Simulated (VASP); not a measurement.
Level of theory: LDA (Ceperley-Alder, Perdew-Zunger), VASP's LDA PAW potentials (set 64) (plane waves; VASP).

VASP ran on this input.

**KPOINTS**
```
K-points
0
gamma
 6 6 6
0 0 0
```

File POSCAR:
```
BaTiO3
1
    3.8404068744     0.0000000000    -0.0000000000
   -0.0000000000     3.8404068744    -0.0000000000
    0.0000000000     0.0000000000     3.8404068744
Ba Ti O
1 1 3
Direct
  0.0000000000   0.0000000000   0.0000000000
  0.5000000000   0.5000000000   0.5000000000
  0.5000000000   0.0000000000   0.5000000000
  0.0000000000   0.5000000000   0.5000000000
  0.5000000000   0.5000000000   0.0000000000
```

INCAR:
```
ALGO  =  Normal
EDIFF  =  1E-6
EDIFFG  =  -0.02
ENCUT  =  620
IBRION  =  2
ISIF  =  3
ISMEAR  =  0
LASPH  =  .TRUE.
LCHARG  =  .FALSE.
LMAXMIX  =  4
LREAL  =  .FALSE.
LWAVE  =  .FALSE.
NELM  =  100
NSW  =  40
PREC  =  Accurate
PSTRESS  =  200
SIGMA  =  0.05
SYSTEM  =  BaTiO3
```

POTCAR, in this order: Ba_sv Ti_sv O (LDA.64 set). Program: vasp_std.

The run wrote:

File OSZICAR:
```
       N       E                     dE             d eps       ncg     rms          rms(c)
DAV:   1     0.500636524115E+03    0.50064E+03   -0.24068E+04   960   0.211E+03
DAV:   2     0.802570384988E+00   -0.49983E+03   -0.49014E+03  1128   0.543E+02
DAV:   3    -0.516572344991E+02   -0.52460E+02   -0.51800E+02  1408   0.162E+02
DAV:   4    -0.540617406359E+02   -0.24045E+01   -0.24034E+01  1376   0.317E+01
DAV:   5    -0.541175511074E+02   -0.55810E-01   -0.55809E-01  1320   0.403E+00    0.268E+01
DAV:   6    -0.439650088042E+02    0.10153E+02   -0.66645E+01  1400   0.826E+01    0.113E+01
DAV:   7    -0.439647978552E+02    0.21095E-03   -0.86817E+00  1208   0.231E+01    0.766E+00
DAV:   8    -0.439038191038E+02    0.60979E-01   -0.14036E+00  1248   0.122E+01    0.210E+00
DAV:   9    -0.438742934170E+02    0.29526E-01   -0.26090E-01  1256   0.502E+00    0.863E-01
DAV:  10    -0.438751324924E+02   -0.83908E-03   -0.12297E-01  1232   0.252E+00    0.763E-01
DAV:  11    -0.438679184516E+02    0.72140E-02   -0.59544E-02  1392   0.176E+00    0.178E-01
DAV:  12    -0.438676396525E+02    0.27880E-03   -0.23400E-03  1168   0.489E-01    0.564E-02
DAV:  13    -0.438676229676E+02    0.16685E-04   -0.62969E-04  1344   0.180E-01    0.268E-02
DAV:  14    -0.438676164405E+02    0.65271E-05   -0.73300E-05  1232   0.632E-02    0.897E-03
DAV:  15    -0.438676162142E+02    0.22627E-06   -0.75764E-06  1160   0.264E-02
   1 F= -.36797100E+02 E0= -.36797100E+02  d E =-.367971E+02
```

File OUTCAR:
```
------------------------ aborting loop because EDIFF is reached ----------------------------------------
  FORCE on cell =-STRESS in cart. coord.  units (eV):
  Direction    XX          YY          ZZ          XY          YZ          ZX
  --------------------------------------------------------------------------------------
  Total        6.9820681      6.9820681      6.9820681      0.0000000      0.0000000      0.0000000
  in kB      197.4981124    197.4981124    197.4981124      0.0000000      0.0000000      0.0000000
  external PRESSURE =      -2.5018876 kB  Pullay stress =     200.0000000 kB
  volume of cell :       56.64
      direct lattice vectors                 reciprocal lattice vectors
     3.840406874  0.000000000  0.000000000     0.260389077  0.000000000  0.000000000
     0.000000000  3.840406874  0.000000000     0.000000000  0.260389077  0.000000000
     0.000000000  0.000000000  3.840406874     0.000000000  0.000000000  0.260389077
 POSITION                                       TOTAL-FORCE (eV/Angst)
 -----------------------------------------------------------------------------------
      0.00000      0.00000      0.00000         0.000000      0.000000      0.000000
      1.92020      1.92020      1.92020         0.000000      0.000000      0.000000
      1.92020      0.00000      1.92020         0.000000      0.000000      0.000000
      0.00000      1.92020      1.92020         0.000000      0.000000      0.000000
      1.92020      1.92020      0.00000         0.000000      0.000000      0.000000
 -----------------------------------------------------------------------------------
    total drift:                                0.000000     -0.000000     -0.000000
  FREE ENERGIE OF THE ION-ELECTRON SYSTEM (eV)
  ---------------------------------------------------
  free  energy   TOTEN  =       -43.8676162142 eV

  energy  without entropy=      -43.8676162142  energy(sigma->0) =      -43.86761621
  enthalpy is  TOTEN    =       -36.7970999027 eV   P V=        7.0705163115

 reached required accuracy - stopping structural energy minimisation
```
(Selected blocks of OUTCAR.)

The compound is BaTiO3 in the cubic perovskite structure, the ideal cubic form; the compound distorts at low or room temperature. It was relaxed first under an external pressure of 20 GPa.
